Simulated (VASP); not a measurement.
Level of theory: vdW-DF-cx, VASP's PBE PAW potentials (set 64) (plane waves; VASP).

Input for VASP

POSCAR:
```
Ni3Si
3.5069090
  0.9999998969   0.0000000000   0.0000000000
  0.0000000000   0.9999998969   0.0000000000
  0.0000000000   0.0000000000   0.9999998969
Si Ni
1 3
Direct
  0.0000000000   0.0000000000   0.0000000000
  0.0000000000   0.5000000000   0.5000000000
  0.5000000000   0.0000000000   0.5000000000
  0.5000000000   0.5000000000   0.0000000000
```

INCAR:
```
# general
SYSTEM   = Ni3Si
PREC     = Accurate
ENCUT    = 520   # plane-wave cut-off (eV)
LREAL    = .FALSE.
LASPH    = .TRUE.

# electronic loop
EDIFF    = 1E-7   # SCF stop (eV)
NELM     = 100
ALGO     = Normal   # blocked Davidson
LMAXMIX  = 4   # l cut-off of mixed one-centre charges

# smearing
ISMEAR   = 1   # Methfessel-Paxton
SIGMA    = 0.1

# functional
GGA      = CX
LUSE_VDW = .TRUE.
AGGAC    = 0.0

# ions
ISIF     = 2   # forces and stress, cell fixed

# output
LWAVE    = .FALSE.
LCHARG   = .FALSE.
```

### KPOINTS
```
Automatic mesh
0
Gamma
9 9 9
0 0 0
```

POTCAR, in this order: Si Ni (PBE.64 set). Program: vasp_std.

Output of the run:

OSZICAR:
```
       N       E                     dE             d eps       ncg     rms          rms(c)
DAV:   1     0.211392290048E+03    0.21139E+03   -0.15980E+04  1478   0.217E+03
DAV:   2    -0.801277288653E+01   -0.21941E+03   -0.21139E+03  1470   0.374E+02
DAV:   3    -0.189360459082E+02   -0.10923E+02   -0.10485E+02  1601   0.112E+02
DAV:   4    -0.191891303230E+02   -0.25308E+00   -0.25176E+00  1760   0.148E+01
DAV:   5    -0.191976384439E+02   -0.85081E-02   -0.85077E-02  1743   0.263E+00    0.197E+01
DAV:   6    -0.190543152460E+02    0.14332E+00   -0.56665E+01  1679   0.123E+02    0.169E+01
DAV:   7    -0.155188894690E+02    0.35354E+01   -0.16455E+01  1646   0.680E+01    0.410E+00
DAV:   8    -0.154733907866E+02    0.45499E-01   -0.70800E-01  1578   0.655E+00    0.142E+00
DAV:   9    -0.154561052522E+02    0.17286E-01   -0.35264E-02  1959   0.269E+00    0.515E-01
DAV:  10    -0.154539223170E+02    0.21829E-02   -0.31189E-03  1922   0.454E-01    0.226E-01
DAV:  11    -0.154535182081E+02    0.40411E-03   -0.74847E-04  2244   0.330E-01    0.546E-02
DAV:  12    -0.154535085327E+02    0.96754E-05   -0.11275E-04  1586   0.129E-01    0.150E-02
DAV:  13    -0.154535074962E+02    0.10365E-05   -0.79756E-06  1732   0.191E-02    0.904E-03
DAV:  14    -0.154535071858E+02    0.31039E-06   -0.55005E-07  1658   0.789E-03    0.322E-03
DAV:  15    -0.154535071271E+02    0.58652E-07   -0.19403E-07   965   0.636E-03
   1 F= -.15453507E+02 E0= -.15453620E+02  d E =0.340028E-03
```

**OUTCAR**
```
------------------------ aborting loop because EDIFF is reached ----------------------------------------
  FORCE on cell =-STRESS in cart. coord.  units (eV):
  Direction    XX          YY          ZZ          XY          YZ          ZX
  --------------------------------------------------------------------------------------
  Total       -1.7075132     -1.7075132     -1.7075132     -0.0000000     -0.0000000      0.0000000
  in kB      -63.4309600    -63.4309600    -63.4309600     -0.0000000     -0.0000000      0.0000000
  external PRESSURE =     -63.4309600 kB  Pullay stress =       0.0000000 kB
  volume of cell :       43.13
      direct lattice vectors                 reciprocal lattice vectors
     3.506908638  0.000000000  0.000000000     0.285151426  0.000000000  0.000000000
     0.000000000  3.506908638  0.000000000     0.000000000  0.285151426  0.000000000
     0.000000000  0.000000000  3.506908638     0.000000000  0.000000000  0.285151426
 POSITION                                       TOTAL-FORCE (eV/Angst)
 -----------------------------------------------------------------------------------
      0.00000      0.00000      0.00000         0.000000      0.000000      0.000000
      0.00000      1.75345      1.75345         0.000000      0.000000      0.000000
      1.75345      0.00000      1.75345         0.000000      0.000000      0.000000
      1.75345      1.75345      0.00000         0.000000      0.000000      0.000000
 -----------------------------------------------------------------------------------
    total drift:                                0.000000      0.000000      0.000000
  FREE ENERGIE OF THE ION-ELECTRON SYSTEM (eV)
  ---------------------------------------------------
  free  energy   TOTEN  =       -15.4535071271 eV

  energy  without entropy=      -15.4538471549  energy(sigma->0) =      -15.45362047
```
(Selected blocks of OUTCAR.)

The compound is Ni3Si in the L1_2 structure. This cell is one point of a volume scan, at 1.03 of the reference volume. The run is not spin-polarised, so no magnetic state was tried.
